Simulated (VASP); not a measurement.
VASP ran on this input.

**KPOINTS**
```
Automatic
0
G
  9 9 9
0 0 0
```

**POSCAR**
```
CdS
1
    0.0000000000     2.6716566063     2.6716566063
    2.6716566063     0.0000000000     2.6716566063
    2.6716566063     2.6716566063     0.0000000000
Cd S
1 1
Direct
  0.0000000000   0.0000000000   0.0000000000
  0.2500000000   0.2500000000   0.2500000000
```

INCAR:
```
! general
SYSTEM =CdS
PREC   =Accurate
ENCUT  =500   ! plane-wave cut-off (eV)
LREAL  =.FALSE.
LASPH  =.TRUE.   ! aspherical one-centre terms

! electronic loop
EDIFF  =1E-6   ! SCF stop (eV)
NELM   =100
ALGO   =Normal
LMAXMIX=4   ! l cut-off of mixed one-centre charges

! smearing
ISMEAR =0   ! Gaussian
SIGMA  =0.05   ! width (eV)

! functional
GGA    =PS   ! PBEsol

! ions
IBRION =2   ! conjugate gradients
NSW    =40
ISIF   =3   ! ions, shape and volume
EDIFFG =-0.02
PSTRESS=450

! output
LWAVE  =.FALSE.
LCHARG =.FALSE.
```

POTCAR, in this order: Cd S (PBE.64 set). Program: vasp_std.

Task: Write an equivalent input for Quantum ESPRESSO's pw.x.

Result: One equivalent input (not run):
```
&CONTROL
  calculation = 'vc-relax'
  pseudo_dir = './pseudo'
  outdir = './out'
  tprnfor = .true.
  tstress = .true.
  nstep = 40
  forc_conv_thr = 0.00078
/
&SYSTEM
  ibrav = 0
  nat = 2
  ntyp = 2
  ecutwfc = 102
  occupations = 'smearing'
  smearing = 'gaussian'
  degauss = 0.003675
  input_dft = 'pbesol'
/
&ELECTRONS
  conv_thr = 7.3e-08
  electron_maxstep = 100
/
&IONS
/
&CELL
  press = 450
/
ATOMIC_SPECIES
  Cd 112.414 Cd.upf
  S 32.060 S.upf
CELL_PARAMETERS angstrom
     0.0000000    2.6716566    2.6716566
     2.6716566    0.0000000    2.6716566
     2.6716566    2.6716566    0.0000000
ATOMIC_POSITIONS crystal
  Cd   0.0000000  0.0000000  0.0000000
  S    0.2500000  0.2500000  0.2500000
K_POINTS automatic
  9 9 9 0 0 0
```
What does not carry over: the potentials are each code's own (VASP's PAW set, PseudoDojo norm-conserving files in pw.x), so ENCUT and ecutwfc are chosen apart and not converted; conv_thr bounds pw.x's estimated SCF error, while EDIFF bounds the energy change between steps; forc_conv_thr acts on force components and is met together with etot_conv_thr.

The compound is CdS in the zinc blende structure, a metastable form; wurtzite is the usual one. This run relaxes it under an external pressure of 45 GPa. Symmetry was kept, so distortions that lower it aren't found.
